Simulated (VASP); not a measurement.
Set up this calculation in VASP 6.6.1, as the native input.

* Task: relaxation of cell and atoms
* Functional: LDA
* Potentials or basis: VASP PAW LDA potentials, release 64 (Sn_d, As)
* Cutoff: 350 eV
* k mesh: 6 × 6 × 6
* Occupations: gaussian, width 0.1 eV
* Spin: no spin polarisation
* Further INCAR settings: ALGO = Normal; EDIFF = 1e-07; IBRION = 2; EDIFFG = -0.002; NSW = 80; ISIF = 3

The structure of SnAs lies in POSCAR:

```
SnAs
1.0
    0.0000000000      2.8405000000      2.8405000000
    2.8405000000      0.0000000000      2.8405000000
    2.8405000000      2.8405000000      0.0000000000
Sn As
1 1
Direct
    0.0000000000      0.0000000000      0.0000000000
    0.5000000000      0.5000000000      0.5000000000
```

The input as run:

INCAR

```
PREC = Accurate ; ENCUT = 350
EDIFF = 1E-7 ; ISMEAR = 0
SIGMA = 0.1 ; LREAL = F
LASPH = T ; NELM = 60
ALGO = Normal ; ISIF = 3
LWAVE = F ; LCHARG = F
IBRION = 2 ; NSW = 80
EDIFFG = -0.002
```

KPOINTS

```
Automatic mesh
0
Gamma
  6 6 6
```

Potentials or basis: VASP PAW LDA potentials, release 64 (Sn_d, As).

Run with:

```bash
$ cat potpaw_LDA.64/Sn_d/POTCAR potpaw_LDA.64/As/POTCAR > POTCAR
$ mpirun -np 1 vasp_std > vasp.out
```

Results of the run:

* Relaxed volume: 22.70 Å³/atom
* Relaxed cell: a = 4.004 Å, b = 4.004 Å, c = 4.004 Å, α = 60.00°, β = 60.00°, γ = 60.00°
* Space group after relaxing (to 0.05 Å): Fm-3m (No. 225)
* Energy gained by relaxing: 0.5 meV/atom
* Ionic steps: 3
* Pressure after relaxing: 0.0 GPa
* Band gap on the k mesh: none (metal or under the smearing width)

Wall time 9.6 s on 1 thread of AMD EPYC 9R45 96-Core Processor (Zen 5), on a shared host, peak memory 0.11 GiB.
